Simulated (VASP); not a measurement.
Computed with PBE GGA, VASP's PBE PAW potentials (set 64) (plane waves; VASP).

A VASP calculation is set up with these files.

**POSCAR**
```
BaF2
1.0
  0.0000000000   3.1442183820   3.1442183820
  3.1442183820   0.0000000000   3.1442183820
  3.1442183820   3.1442183820   0.0000000000
Ba F
1 2
Cartesian
  0.0000000000   0.0000000000   0.0000000000
  1.5721091910   1.5721091910   1.5721091910
  4.7163275730   4.7163275730   4.7163275730
```

**INCAR**
```
# general
SYSTEM  = BaF2
PREC    = Accurate
ENCUT   = 650
LREAL   = .FALSE.   # projection in real space or not
LASPH   = .TRUE.

# electronic loop
EDIFF   = 1E-7   # SCF stop (eV)
NELM    = 100   # most electronic steps
ALGO    = Normal   # blocked Davidson
LMAXMIX = 4   # l cut-off of mixed one-centre charges

# smearing
ISMEAR  = 0
SIGMA   = 0.05   # width (eV)

# functional
GGA     = PE   # PBE

# ions
IBRION  = 6   # finite differences
NSW     = 1
ISIF    = 3
POTIM   = 0.015   # step
NFREE   = 2

# output
LWAVE   = .FALSE.
LCHARG  = .FALSE.
```

KPOINTS:
```
Automatic mesh
0
Gamma
6 6 6
0 0 0
```

POTCAR, in this order: Ba_sv F (PBE.64 set). Program: vasp_std.

What VASP printed:

**OUTCAR**
```


   1 f  =    6.960479 THz    43.733982 2PiTHz  232.176600 cm-1    28.786217 meV
             X         Y         Z           dx          dy          dz
      0.000000  0.000000  0.000000     0.000000   -0.000000    0.000000
      1.572109  1.572109  1.572109    -0.698413    0.110543   -0.000000
      4.716328  4.716328  4.716328     0.698413   -0.110543    0.000000

   2 f  =    6.960479 THz    43.733982 2PiTHz  232.176600 cm-1    28.786217 meV
             X         Y         Z           dx          dy          dz
      0.000000  0.000000  0.000000     0.000000    0.000000    0.000000
      1.572109  1.572109  1.572109     0.000000    0.000000   -0.707107
      4.716328  4.716328  4.716328     0.000000   -0.000000    0.707107

   3 f  =    6.960479 THz    43.733982 2PiTHz  232.176600 cm-1    28.786217 meV
             X         Y         Z           dx          dy          dz
      0.000000  0.000000  0.000000     0.000000    0.000000    0.000000
      1.572109  1.572109  1.572109    -0.110543   -0.698413    0.000000
      4.716328  4.716328  4.716328     0.110543    0.698413    0.000000

   4 f  =    5.025507 THz    31.576189 2PiTHz  167.632856 cm-1    20.783816 meV
             X         Y         Z           dx          dy          dz
      0.000000  0.000000  0.000000     0.000000    0.000000    0.467897
      1.572109  1.572109  1.572109     0.000000    0.000000   -0.624929
      4.716328  4.716328  4.716328     0.000000   -0.000000   -0.624929

   5 f  =    5.025507 THz    31.576189 2PiTHz  167.632856 cm-1    20.783816 meV
             X         Y         Z           dx          dy          dz
      0.000000  0.000000  0.000000    -0.067838    0.462953   -0.000000
      1.572109  1.572109  1.572109     0.090605   -0.618326   -0.000000
      4.716328  4.716328  4.716328     0.090605   -0.618326    0.000000

   6 f  =    5.025507 THz    31.576189 2PiTHz  167.632856 cm-1    20.783816 meV
             X         Y         Z           dx          dy          dz
      0.000000  0.000000  0.000000     0.462953    0.067838   -0.000000
      1.572109  1.572109  1.572109    -0.618326   -0.090605    0.000000
      4.716328  4.716328  4.716328    -0.618326   -0.090605    0.000000

   7 f/i=    0.013437 THz     0.084429 2PiTHz    0.448222 cm-1     0.055572 meV
             X         Y         Z           dx          dy          dz
      0.000000  0.000000  0.000000     0.080324    0.880125    0.000000
      1.572109  1.572109  1.572109     0.030070    0.329484   -0.000000
      4.716328  4.716328  4.716328     0.030070    0.329484    0.000000

   8 f/i=    0.013437 THz     0.084429 2PiTHz    0.448222 cm-1     0.055572 meV
             X         Y         Z           dx          dy          dz
      0.000000  0.000000  0.000000     0.000000    0.000000   -0.883783
      1.572109  1.572109  1.572109     0.000000    0.000000   -0.330853
      4.716328  4.716328  4.716328     0.000000    0.000000   -0.330853

   9 f/i=    0.013437 THz     0.084429 2PiTHz    0.448222 cm-1     0.055572 meV
             X         Y         Z           dx          dy          dz
      0.000000  0.000000  0.000000     0.880125   -0.080324    0.000000
      1.572109  1.572109  1.572109     0.329484   -0.030070    0.000000
      4.716328  4.716328  4.716328     0.329484   -0.030070    0.000000

 ELASTIC MODULI CONTR FROM IONIC RELAXATION (kBar)
 Direction    XX          YY          ZZ          XY          YZ          ZX
 --------------------------------------------------------------------------------
 XX          -0.0000     -0.0000     -0.0000     -0.0000     -0.0000     -0.0000
 YY          -0.0000     -0.0000     -0.0000     -0.0000     -0.0000     -0.0000
 ZZ          -0.0000     -0.0000     -0.0000     -0.0000     -0.0000     -0.0000
 XY          -0.0000     -0.0000     -0.0000    -72.7900      0.0000     -0.0000
 YZ          -0.0000     -0.0000     -0.0000      0.0000    -72.7900     -0.0000
 ZX          -0.0000     -0.0000     -0.0000     -0.0000     -0.0000    -72.7900
 --------------------------------------------------------------------------------

 TOTAL ELASTIC MODULI (kBar)
 Direction    XX          YY          ZZ          XY          YZ          ZX
 --------------------------------------------------------------------------------
 XX         859.6397    365.5329    365.5329     -0.0000      0.0000     -0.0000
 YY         365.5329    859.6397    365.5329     -0.0000     -0.0000      0.0000
 ZZ         365.5329    365.5329    859.6397      0.0000      0.0000      0.0000
 XY          -0.0000     -0.0000      0.0000    231.7660      0.0000     -0.0000
 YZ           0.0000     -0.0000      0.0000      0.0000    231.7660     -0.0000
 ZX          -0.0000      0.0000      0.0000     -0.0000     -0.0000    231.7660
 --------------------------------------------------------------------------------
```
(Selected blocks of OUTCAR.)

The compound is BaF2 in the fluorite structure. It was relaxed first.
